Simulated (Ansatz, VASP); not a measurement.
## MgB2: VASP beside Ansatz

One calculation is typed for both programs; each brings its own data sets and cutoff. How far apart do they land? The cell is taken from a series of VASP runs on this material, whose earlier steps may have relaxed, scaled or displaced it; both programs get it as it stands.

Method: plane waves, with VASP 6.6.1 beside it; zone-centre phonons at PBEsol with D3(BJ), in Ansatz 0.2.0.

### Step 1. Set-up

The structure is hexagonal, space group P6/mmm (No. 191). The conventional cell has a = 3.037 Å, b = 3.037 Å, c = 3.465 Å, α = 90.00°, β = 90.00°, γ = 120.00°. Mg has 12 B at 2.47 Å nearest. B has 3 B at 1.75 Å and 6 Mg at 2.47 Å nearest. Farther neighbours are not listed.

### Step 2. Ansatz: zone-centre phonons, PBEsol with D3(BJ)

Ansatz runs on its default PAW (the set named soft_2) files.

Second derivatives magnify differences that forces hide, and they need a tight electronic threshold.

input.yaml

```yaml
crystal:
  lattice:
    - [3.036746137, 0.0, 0.0]
    - [-1.5183730685, 2.6298992995, 0.0]
    - [0.0, 0.0, 3.4654839979]
  atoms:
    - { symbol: Mg, position: [0.0, 0.0, 0.0] }
    - { symbol: B, position: [0.3333333333, 0.6666666667, 0.5] }
    - { symbol: B, position: [0.6666666667, 0.3333333333, 0.5] }
hamiltonian:
  xc: pbesol
  pseudopotentials: { kind: paw }
  dispersion: d3bj
kpoints:
  mp_grid: { grid: [15, 15, 11] }
scf:
  occupations: { method: methfessel_paxton, width: 0.2 }
phonons:
  method: dfpt
  qpoints: [[0, 0, 0]]
```

Launch:

```sh
$ ansatz run input.yaml --threads 4 --pin off --max-ram 9216MiB --backend cpu --events-out ev --progress --plain --runs-dir out
```

Numbers of over 12 decimals in the logs are rounded to 6 here.

Log:

```text
zone centre: on kpoints.mp_grid the ground state, and the responses unless they are solved on pairs of k-points, stand on 384 of the mesh's 2475 k-points, reduced under 4 symmetry operations, with k and −k counted as one. Each operation leaves every solved displacement unchanged or reverses it
Engine: ansatz 0.2.0, aarch64-unknown-linux-gnu
Pseudopotentials: kind: paw
Pseudopotential: Mg, paw, valence charge 10, recommended cutoff 420 eV (normal), Mg.paw.azcp
Pseudopotential: B, paw, valence charge 3, recommended cutoff 420 eV (normal), B.paw.azcp
Functional definition: PBEsol
  exchange = pbesol_x
  correlation = pbesol_c
Crystal: 3 atoms, lattice volume = 27.677 Å³
Basis set: ecut = 420 eV, 539 PW (Γ), exchange–correlation on 48×48×48 points (8 copies of the dense FFT grid, shifted against one another)
Bands: 12, of which v1, the nominal top of the filled ones, is band 8 counted from 1 (7 counted from 0)
Symmetry: 24 space group operations
k-points: 384 of 2475 (irreducible under 4 space group operations, time reversal used)
Non-local potential: Mg, projectors of the file, l = 0: 3, l = 1: 2, l = 2: 1
Non-local potential: B, projectors of the file, l = 0: 2, l = 1: 2, l = 2: 1
PAW form: soft (Blöchl's): semilocal exchange-correlation on the pseudo side does not see the compensation charge
PAW frozen core: Mg, regenerated for the run's functional, and the local potential with it (the file was generated under x = pbe(κ = 0.804, μ = 0.219515), c = pbe(β = 0.066725))
PAW frozen core: B, regenerated for the run's functional, and the local potential with it (the file was generated under x = pbe(κ = 0.804, μ = 0.219515), c = pbe(β = 0.066725))
PAW one-centre angular grid: Mg, 110 points (default); XC on 64 Gauss nodes
PAW one-centre angular grid: B, 110 points (default); XC on 64 Gauss nodes
Initial density: superposition of atomic densities (neutral atoms: chi_scale 0, normalization atom), corrected by the library's trained network
Initial wavefunctions: pseudopotential atomic-orbital guess
Functional: x = pbesol(κ = 0.804, μ = 0.123457), c = pbesol(β = 0.046)
SCF iter   1: F=—  HF=-2218.520119 eV  |F-HF|=—  |Δ(HF+E_count)|=         —  Δρ=4.62e-3  dr2=7.96e-3  ethr=1.77e-3  ⟨swp⟩=5.0  Hψ=24020  notcnv=0
preconditioner: auto → none  [metal: Δε(μ)=0.020 eV  Ē_g=11.476 eV  σ=0.200 eV  W_gap=0.09  n_scr=8 (ndim 8)  ℏωp=20.0 eV  f_vac=0.000  D(μ)=0.80/eV (n_scr^D=2)  sad-step TF]
SCF iter   2: F=—  HF=-2218.518745 eV  |F-HF|=—  |Δ(HF+E_count)|=   1.37e-3  S|Δr|=    0.00e0  Δρ=2.57e-3  dr2=2.76e-3  ethr=4.97e-5  ⟨swp⟩=1.7  Hψ=8177  notcnv=0
SCF iter   3: F=—  HF=-2218.517877 eV  |F-HF|=—  |Δ(HF+E_count)|=   8.68e-4  S|Δr|=    0.00e0  Δρ=3.98e-4  dr2=5.23e-5  ethr=1.73e-5  ⟨swp⟩=2.1  Hψ=5925  notcnv=0
SCF iter   4: F=—  HF=-2218.517856 eV  |F-HF|=—  |Δ(HF+E_count)|=   2.11e-5  S|Δr|=    0.00e0  Δρ=6.26e-5  dr2=1.62e-6  ethr=3.27e-7  ⟨swp⟩=2.5  Hψ=6749  notcnv=0
SCF iter   5: F=—  HF=-2218.517857 eV  |F-HF|=—  |Δ(HF+E_count)|=   7.59e-7  S|Δr|=    0.00e0  Δρ=9.94e-6  dr2=4.01e-8  ethr=1.01e-8  ⟨swp⟩=2.2  Hψ=6016  notcnv=0
SCF iter   6: F=—  HF=-2218.517857 eV  |F-HF|=—  |Δ(HF+E_count)|=   6.53e-9  S|Δr|=    0.00e0  Δρ=1.20e-6  dr2=3.52e-10  ethr=2.50e-10  ⟨swp⟩=2.1  Hψ=5735  notcnv=0
SCF iter   7: F=—  HF=-2218.517857 eV  |F-HF|=—  |Δ(HF+E_count)|=  6.23e-11  S|Δr|=    0.00e0  Δρ=2.50e-7  dr2=5.67e-12  ethr=1.00e-12  ⟨swp⟩=4.1  Hψ=21746  notcnv=0
SCF iter   8: F=-2218.517857 eV  HF=-2218.517857 eV  |F-HF|=0.00e0  |Δ(HF+E_count)|=  8.64e-12  S|Δr|=    0.00e0  Δρ=1.94e-8  dr2=6.08e-14  ethr=1.00e-12  ⟨swp⟩=4.4  Hψ=15577  notcnv=0
SCF 1 converged in 8 iterations: F = -2218.517857 eV  dr2 = 6.08e-14
  greatest PAW one-centre occupation: 1.000 electrons in one spin orbital (limit 2), on the Mg atom at site 0 (counted from 0), in its partial waves of l = 0
DFPT response loops at Γ: preconditioner auto → Kerker (q_TF=auto, 2.490 Å⁻¹) (partly filled bands, converged f_vac=0.000); β = 1.00, the filter's whole step (`scf.mixing.beta` (0.50) is not read by the response loops under this deck's `scf.mixing.preconditioner`; to damp them name `kerker` or `kerker_dos`, under which they read `scf.mixing.beta`, and type it under 1.00, their step now; both keys bind the ground state too); Broyden in place of MSR1
SCF converged after 8 iterations
Stability not checked: this state was not tested for a lower state beside it, because cold or Methfessel-Paxton smearing, or corrected tetrahedra, fill the levels in a way that the test cannot read (fill_not_monotonic; see scf.lower_state_search)
Free energy (F): -2218.517857 eV
Harris-Foulkes:  -2218.517857 eV  (|F-HF|=0.00e0)
Internal energy: -2218.515968 eV  (E = F + TS)
E sigma→0 (E₀):  -2218.517384 eV
Entropy (-TS):   -0.001889 eV (-0.630 meV/atom)
Fermi energy:    9.667555 eV
--- Per-component energies (eV) ---
  E_band       = -283.746261
  E_kinetic    = 176.038901
  E_local      = -1499.493086  (includes V_loc(G=0)·N_el)
  E_nonlocal   = 118.918048
  E_hartree    = 533.540674
  E_xc         = -94.428640
  E_vxc        = -115.762208  (∫ρ·V_xc dr)
  E_paw        = -431.371687  (= ΣΔE_a)
  E_vpaw       = -30.529260  (= ΣTr[D̂ρ^β])
  E_aug_tail   = -0.000007  (compensation charges beyond the density's cutoff)
  E_ewald      = -1021.068819
  E_disp       = -0.739637  (pairwise vdW)
  E_core_change = 0.088284  (= ΣΔE_core)
  E_smearing   = -0.001889  (= −TS)
  E_closure    = 0.000000  (closes the sum)
  Σ components = -2218.517857   (vs F -2218.517857, Δ=0.00e0)
--- Band table (eV; the first three rows and the last of 384) ---
  k-point 0: bands = [... 4 lower, -2.9915, 6.6812, 10.0997, 10.0997, 11.4541, 16.1732, 16.1732, 18.3107]
  k-point 1: bands = [... 4 lower, -2.9162, 6.1012, 10.1291, 10.1291, 12.2061, 16.1960, 16.1960, 18.2746]
  k-point 2: bands = [... 4 lower, -2.6971, 4.9361, 10.2096, 10.2096, 13.8848, 16.2590, 16.2590, 18.1831]
  k-point 383: bands = [... 4 lower, 0.9484, 4.9299, 5.2789, 6.1356, 10.0681, 15.2272, 18.5740, 20.7426]
--- Phonons (Γ-DFPT): 4 representative perturbations + reference, on 384 of 2475 k-points (Σ response iterations 12) ---
  k mesh reduced under 4 symmetry operations, with k and −k counted as one. Each operation leaves every solved displacement unchanged or reverses it
  ASR residual: 2.429e-5 → 0.000e0 eV/Å²; symmetrization residual: 1.410e-6 eV/Å²
  pairwise dispersion correction: d3bj (s6 = 1.0, s8 = 2.9491, a1 = 0.4466, a2_bohr = 6.1742), with the weights of each atom's references fixed at the reference crystal's, and the forces and stress that the weights' published response gives there kept as a pressure on the atom's counted neighbours (hamiltonian.dispersion)
  ASR residual per site (eV/Å²): 2.43e-5 1.29e-5 1.29e-5
  Γ frequencies (cm⁻¹): 0.00 0.00 0.00 354.55 354.55 431.29 617.67 617.67 700.88
  non-analytic LO–TO correction: not included (Born effective charges unavailable; polar crystals: no LO–TO splitting at Γ)
--- Phonons (arbitrary-q DFPT): 1 explicit q-point ---
  q = [0, 0, 0] (of the zone-centre solve; hermiticity 2.41e-7, symmetrization 2.43e-14): -0.00 0.00 0.00 354.55 354.55 431.29 617.67 617.67 700.88
  sum rule: each row above includes the acoustic sum rule's correction from the zone centre's row sums; it moved no ω² by more than (0.57 cm⁻¹)²
```

Run time: 10 s. Hardware: 4 threads of Arm Neoverse V2, shared host; peak memory 0.64 GiB; 36 s of CPU time.

The column dr2 measures how far the density is from self-consistency, as an energy; F and HF (Harris–Foulkes) agree once it is small.

### Step 3. VASP: zone-centre phonons, PBEsol with D3(BJ)

The same cell, functional, mesh and smearing now go to VASP, with its own data sets and cutoff.

Lines of VASP's logs that name or quote its potential files are left out, and so is its time.

INCAR

```
SYSTEM = MgB2
PREC = Accurate
ENCUT = 420
EDIFF = 1E-08
NELM = 100
ISMEAR = 1
SIGMA = 0.2
LREAL = .FALSE.
ALGO = Normal
GGA = PS
IVDW = 12
NBANDS = 10
LORBIT = 11
LWAVE = .FALSE.
LCHARG = .FALSE.
KPAR = 2
IBRION = 6
NFREE = 2
POTIM = 0.015
ISIF = 2
NSW = 1
```

POSCAR

```
MgB2
1.0
    3.0367461370      0.0000000000      0.0000000000
   -1.5183730685      2.6298992995      0.0000000000
    0.0000000000      0.0000000000      3.4654839979
Mg B
1 2
Direct
    0.0000000000      0.0000000000      0.0000000000
    0.3333333333      0.6666666667      0.5000000000
    0.6666666667      0.3333333333      0.5000000000
```

KPOINTS

```
Automatic mesh
0
Gamma
15 15 11
0 0 0
```

PAW data sets: Mg and B (PBE family, release 64).

Launch:

```sh
$ mpirun -np 2 vasp_std
```

Log:

```text
[banner, memory and clock lines left out]
running    2 mpi-ranks, on    1 nodes
 distrk:  each k-point on    1 cores,    2 groups
 distr:  one band on    1 cores,    1 groups

 POSCAR found type information on POSCAR MgB
 POSCAR found :  2 types and       3 ions
|                                                                             |
|               ----> ADVICE to this user running VASP <----                  |
|                                                                             |
|     You enforced a specific xc type in the INCAR file but a different       |
|     [... a line on the potential file left out ...]
|     I HOPE YOU KNOW WHAT YOU ARE DOING!                                     |
|                                                                             |

 LDA part: xc-table for (Slater+PW92), standard interpolation
 POSCAR, INCAR and KPOINTS ok, starting setup
 FFT: planning ... GRIDC
 FFT: planning ... GRID_SOFT
 FFT: planning ... GRID
 WAVECAR not read
 entering main loop
       N       E                     dE             d eps       ncg     rms          rms(c)
DAV:   1    -0.287784423152E+00   -0.28778E+00   -0.34283E+03  3576   0.562E+02
DAV:   2    -0.175067470592E+02   -0.17219E+02   -0.16217E+02  4236   0.981E+01
DAV:   3    -0.178953010982E+02   -0.38855E+00   -0.38687E+00  4186   0.126E+01
DAV:   4    -0.178961619379E+02   -0.86084E-03   -0.86074E-03  4082   0.626E-01
DAV:   5    -0.178961646710E+02   -0.27331E-05   -0.27329E-05  3914   0.345E-02    0.537E+00
DAV:   6    -0.164571766872E+02    0.14390E+01   -0.19516E+00  3600   0.679E+00    0.252E+00
DAV:   7    -0.162145644689E+02    0.24261E+00   -0.94933E-01  3670   0.475E+00    0.770E-01
DAV:   8    -0.162174493924E+02   -0.28849E-02   -0.10207E-01  3508   0.181E+00    0.397E-01
DAV:   9    -0.162078445252E+02    0.96049E-02   -0.23106E-02  3532   0.733E-01    0.619E-02
DAV:  10    -0.162077575517E+02    0.86974E-04   -0.11077E-03  4198   0.198E-01    0.212E-02
DAV:  11    -0.162077513869E+02    0.61648E-05   -0.54946E-05  3654   0.455E-02    0.514E-03
DAV:  12    -0.162077498188E+02    0.15681E-05   -0.82107E-06  3644   0.141E-02    0.152E-03
DAV:  13    -0.162077497817E+02    0.37092E-07   -0.26094E-07  3718   0.320E-03    0.323E-04
DAV:  14    -0.162077497806E+02    0.10953E-08   -0.21779E-08  3706   0.879E-04
   1 F= -.16947192E+02 E0= -.16946622E+02  d E =-.171003E-02
[... from here on, the cycles between the ionic steps are left out ...]
   2 F= -.16946593E+02 E0= -.16946023E+02  d E =-.170841E-02
   3 F= -.16946593E+02 E0= -.16946023E+02  d E =-.170841E-02
   4 F= -.16946303E+02 E0= -.16945731E+02  d E =-.171702E-02
   5 F= -.16946303E+02 E0= -.16945731E+02  d E =-.171701E-02
   6 F= -.16946147E+02 E0= -.16945571E+02  d E =-.172789E-02
   7 F= -.16946147E+02 E0= -.16945571E+02  d E =-.172782E-02
   8 F= -.16945873E+02 E0= -.16945305E+02  d E =-.170415E-02
 Finite differences progress:
  Degree of freedom:   4/  4
  Displacement:        1/  2
  Total:               7/  8
 bond charge predicted
       N       E                     dE             d eps       ncg     rms          rms(c)
DAV:   1    -0.162080350702E+02   -0.16049E-02   -0.62686E-01  5158   0.525E+00    0.184E-01
DAV:   2    -0.162067141022E+02    0.13210E-02   -0.65046E-03  5928   0.544E-01    0.869E-02
DAV:   3    -0.162064242193E+02    0.28988E-03   -0.14801E-03  6402   0.204E-01    0.183E-02
DAV:   4    -0.162064295754E+02   -0.53560E-05   -0.59065E-05  5812   0.579E-02    0.771E-03
DAV:   5    -0.162064301452E+02   -0.56981E-06   -0.13552E-06  6792   0.755E-03    0.156E-03
DAV:   6    -0.162064301685E+02   -0.23283E-07   -0.96121E-08  5830   0.192E-03    0.375E-04
DAV:   7    -0.162064301669E+02    0.15683E-08   -0.10406E-08  3564   0.625E-04
   9 F= -.16945873E+02 E0= -.16945305E+02  d E =-.170414E-02
 Finite differences progress:
  Degree of freedom:   4/  4
  Displacement:        2/  2
  Total:               8/  8
```

[end of part 1 of 2]

[Lines on the potential files, build, host, timing and source positions are cut from VASP's logs without a mark.]

[Logs are printed without paths, hosts, clocks, repeated set-up lines and the standing remarks that a program may print on its own settings, such as how far it seeks lower states.]

[Hosts, paths, dates, database ids (printed as entryN), source tags and the programs' standing remarks are cut or masked in the printed files.]
